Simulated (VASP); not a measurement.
Data:

```xyz
2
Lattice="0.0000 3.2589 3.2589 3.2589 0.0000 3.2589 3.2589 3.2589 0.0000" Properties=species:S:1:pos:R:3 pbc="T T T"
Ba     0.0000     0.0000     0.0000
S      3.2589     3.2589     3.2589
```

All values below come from PBE GGA, VASP's PBE PAW potentials (set 64) (plane waves; VASP). Numerical set-up: 400 eV cut-off, 6×6×6 Γ-centred mesh, Gaussian smearing of 0.010 eV, potentials Ba_sv S.

Unless said otherwise, spin-orbit coupling is left out, though it shifts the bands of the heavy elements here.

### Question
What does the run give for the energy per atom (σ→0), pressure, band gap (on the k-mesh) with the smallest direct gap where there is one?

### Answer

```yaml
band gap (on the k-mesh): 2.20 eV
smallest direct gap (on the k-mesh): 2.36 eV
energy per atom (σ→0): -5.093 eV/atom
pressure: -1.10 GPa
```

The compound is BaS in the rock salt structure. The cell was not relaxed at this level. The run is one of a series of settings (SIGMA = 0.01 against the base run), some of them coarse on purpose.
